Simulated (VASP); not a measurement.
Sn2GeO3: relaxation of cell and atoms with PBE

The system is Sn2GeO3.

```xyz
6
Lattice="3.3928 0.0000 0.0000 0.0000 3.3928 0.0000 0.0000 0.0000 10.7433" Properties=species:S:1:pos:R:3 pbc="T T T"
Sn    0.0000    0.0000    3.5823
Sn    0.0000    0.0000    7.1611
Ge    0.0000    0.0000    0.0000
O     1.6964    1.6964    1.9201
O     1.6964    1.6964    5.3717
O     1.6964    1.6964    8.8233
```

The cell was built by a generator and needn't be a form met in nature.

```
Program                : VASP 6.6.1
Task                   : relaxation of cell and atoms
Functional             : PBE
Potentials or basis    : VASP PAW PBE potentials, release 64 (Sn_d, Ge_d, O)
Cutoff                 : 520 eV
k mesh                 : 4 × 4 × 2
Occupations            : gaussian, width 0.15 eV
Spin                   : no spin polarisation
Further INCAR settings : PREC = Normal; ALGO = Fast; EDIFF = 0.0001; IBRION = 2; EDIFFG = -0.08; NSW = 24; ISIF = 3
```

```yaml
Relaxed_volume: 14.39 Å³/atom
Relaxed_cell: a = 3.079 Å, b = 3.079 Å, c = 9.104 Å, α = 90.00°, β = 90.00°, γ = 90.00°
Space_group_after_relaxing_to_0.05_Å: P4/mmm (No. 123)
Energy_gained_by_relaxing: 478.3 meV/atom
Ionic_steps: 8
Pressure_after_relaxing: -0.2 GPa
Largest_force_after_relaxing: 0.079 eV/Å
Band_gap_on_the_k_mesh: none (metal or under the smearing width)
```

Forces in eV/Å, atoms in the order of the input:
```
Sn   0.000  0.000  0.079
Sn   0.000  0.000 -0.079
Ge   0.000  0.000  0.000
O    0.000  0.000 -0.049
O    0.000  0.000  0.000
O    0.000  0.000  0.049
```

Stress tensor (GPa, compression positive):
```
-0.33  0.00  0.00
 0.00 -0.33  0.00
 0.00  0.00  0.20
```

The path:
```
step  energy change (eV)  largest force (eV/Å)  pressure (GPa)  volume (Å³)
   1              0.0000                0.1756          -16.22       123.67
   2             -2.6404                0.6688           -3.43        89.92
   3             -2.6825                0.7511            0.33        86.64
   4             -2.7539                0.6189           -0.20        86.48
   5             -2.8231                0.2101            0.27        85.94
   6             -2.8271                0.3396            0.16        86.07
   7             -2.8633                0.1421           -0.22        86.25
   8             -2.8698                0.0794           -0.15        86.33
```

Final structure:
```yaml
crystal:
  lattice:
    - [3.07949, 0.00000, 0.00000]
    - [0.00000, 3.07949, 0.00000]
    - [0.00000, 0.00000, 9.10353]
  atoms:
    - { symbol: Sn, position: [0.00000, 0.00000, 0.32644] }
    - { symbol: Sn, position: [0.00000, 0.00000, 0.67356] }
    - { symbol: Ge, position: [0.00000, 0.00000, 0.00000] }
    - { symbol: O, position: [0.50000, 0.50000, 0.15813] }
    - { symbol: O, position: [0.50000, 0.50000, 0.50000] }
    - { symbol: O, position: [0.50000, 0.50000, 0.84187] }
```

Levels at points of the mesh, in eV from the Fermi level:
| k point | band 27 | band 28 | band 29 | band 30 | band 31 | band 32 | band 33 | band 34 |
| --- | --- | --- | --- | --- | --- | --- | --- | --- |
| (0.00, 0.00, 0.00) | -1.84 | -1.83 | -1.83 | -1.75 | 2.06 | 2.30 | 6.44 | 6.44 |
| (0.50, 0.00, 0.00) | -1.53 | -1.52 | -1.48 | -0.83 | 0.51 | 2.67 | 2.74 | 3.50 |
| (0.50, 0.50, 0.00) | -2.94 | -2.92 | -2.79 | -1.36 | 1.25 | 1.25 | 1.28 | 1.28 |
| (0.00, 0.00, 0.50) | -2.01 | -1.63 | -1.63 | -1.00 | 0.48 | 4.94 | 5.20 | 6.41 |
| (0.50, 0.00, 0.50) | -1.55 | -1.45 | -0.42 | 0.00 | 0.82 | 0.93 | 3.40 | 3.70 |
| (0.50, 0.50, 0.50) | -3.24 | -2.06 | -1.78 | -1.49 | -0.12 | 0.11 | 0.11 | 2.89 |

Wall time 85 s on 2 MPI ranks on Intel(R) Xeon(R) Platinum 8488C (Sapphire Rapids), with other jobs on the host, peak memory 0.19 GiB a rank.

Caveat: the k mesh is coarse (spacing up to 0.46 Å⁻¹), so the values aren't converged; the volume moved by over 15 % at a fixed basis, so the end points are rough; the relaxation stopped at a loose force limit of 0.08 eV/Å, so its end isn't a converged minimum.
